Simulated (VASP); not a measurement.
OSZICAR of a VASP run on Au (fcc):

File OSZICAR:
```
       N       E                     dE             d eps       ncg     rms          rms(c)
DAV:   1     0.529175734047E+02    0.52918E+02   -0.62961E+03  2289   0.120E+03
DAV:   2    -0.137675465146E+01   -0.54294E+02   -0.50713E+02  2260   0.243E+02
DAV:   3    -0.200347033269E+01   -0.62672E+00   -0.62512E+00  2757   0.299E+01
DAV:   4    -0.200678277803E+01   -0.33124E-02   -0.33121E-02  2673   0.218E+00
DAV:   5    -0.200682186804E+01   -0.39090E-04   -0.39089E-04  2571   0.220E-01    0.136E+01
DAV:   6    -0.338526486106E+01   -0.13784E+01   -0.78353E+00  2161   0.447E+01    0.557E+00
DAV:   7    -0.273899800772E+01    0.64627E+00   -0.10289E+00  2357   0.120E+01    0.371E+00
DAV:   8    -0.263956841248E+01    0.99430E-01   -0.24366E-01  2193   0.724E+00    0.448E+00
DAV:   9    -0.263581331614E+01    0.37551E-02   -0.97879E-04  2554   0.385E-01    0.453E+00
DAV:  10    -0.335135654041E+01   -0.71554E+00   -0.51754E-01  2200   0.114E+01    0.155E+00
DAV:  11    -0.350698047480E+01   -0.15562E+00   -0.10367E-01  2201   0.363E+00    0.598E-01
DAV:  12    -0.350433296091E+01    0.26475E-02   -0.40336E-03  2200   0.660E-01    0.462E-01
DAV:  13    -0.350109417826E+01    0.32388E-02   -0.32474E-03  2246   0.576E-01    0.342E-01
DAV:  14    -0.350067208122E+01    0.42210E-03   -0.96528E-05  2413   0.100E-01    0.312E-01
DAV:  15    -0.349894529615E+01    0.17268E-02   -0.29507E-03  2174   0.563E-01    0.151E-01
DAV:  16    -0.349831155196E+01    0.63374E-03   -0.14499E-03  2265   0.378E-01    0.552E-02
DAV:  17    -0.349825362268E+01    0.57929E-04   -0.18773E-04  2263   0.145E-01    0.215E-02
DAV:  18    -0.349824288325E+01    0.10739E-04   -0.12921E-05  2332   0.332E-02    0.133E-02
DAV:  19    -0.349824036050E+01    0.25228E-05   -0.24000E-06  2279   0.175E-02    0.883E-03
DAV:  20    -0.349823896315E+01    0.13973E-05   -0.16458E-06  2317   0.124E-02    0.445E-03
DAV:  21    -0.349823874688E+01    0.21627E-06   -0.16299E-07  1133   0.413E-03    0.281E-03
DAV:  22    -0.349823847685E+01    0.27003E-06   -0.21118E-07  1123   0.461E-03    0.121E-03
DAV:  23    -0.349823843633E+01    0.40517E-07   -0.11130E-07  1091   0.343E-03
   1 F= -.34982384E+01 E0= -.34980722E+01  d E =-.498740E-03
```

Question: Which electronic solver shows in the log?

Answer: It is blocked Davidson (ALGO = Normal, or the opening steps of other solvers). The INCAR had ALGO = Normal.

Question: Can the final energy be trusted as converged?

Answer: The run converged. It stopped with EDIFF = 1E-7, NELM = 100 (TPSS meta-GGA, plane waves, VASP's PBE PAW potentials (set 64)).

The compound is Au in the fcc structure. This cell is one point of a volume scan, at 0.94 of the reference volume.
